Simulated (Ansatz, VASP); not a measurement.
## Two plane-wave programs on LiGa4Sb

```
Li Ga Sb
1.0
     2.77066   -4.15268    0.00000
     2.77066    4.15268    0.00000
     0.00000    0.00000    7.97646
Li Ga Sb
1 4 1
Direct
  0.00000 0.00000 0.00000
  0.50000 0.50000 0.15718
  0.50000 0.50000 0.84282
  0.15780 0.84220 0.50000
  0.84220 0.15780 0.50000
  0.50000 0.50000 0.50000
```

Alike in both runs: functional PBE; k mesh 4 × 4 × 4; occupations gaussian, width 0.1 eV; no spin polarisation.

Ansatz relaxed the structure, and its values are those at the end. VASP's run is a single point on that final structure, the one shown.

```csv
,VASP,Ansatz
version,VASP 6.6.1,Ansatz 0.2.0
potentials or method,"VASP PAW PBE potentials, release 64 (Li_sv, Ga_d, Sb)","scalar-relativistic, plane waves, PAW"
plane-wave cutoff (eV),520,420
valence electrons in the cell,60,70
```

|  | VASP | Ansatz | Ansatz less VASP |
| --- | --- | --- | --- |
| gap on the k mesh at the Fermi level (eV) | none | none | - |
| rms of the force components (eV/Å) | 0.007 | 0.006 | -0.0005 |

A gap of «none» marks a metal or a gap that the smearing closes. With one functional, cell and mesh, what is left measures potentials, basis and numerics. The two sets of potentials don't hold the same shells in valence.

 The runs have no spin-orbit coupling, so splittings on Sb are missing.
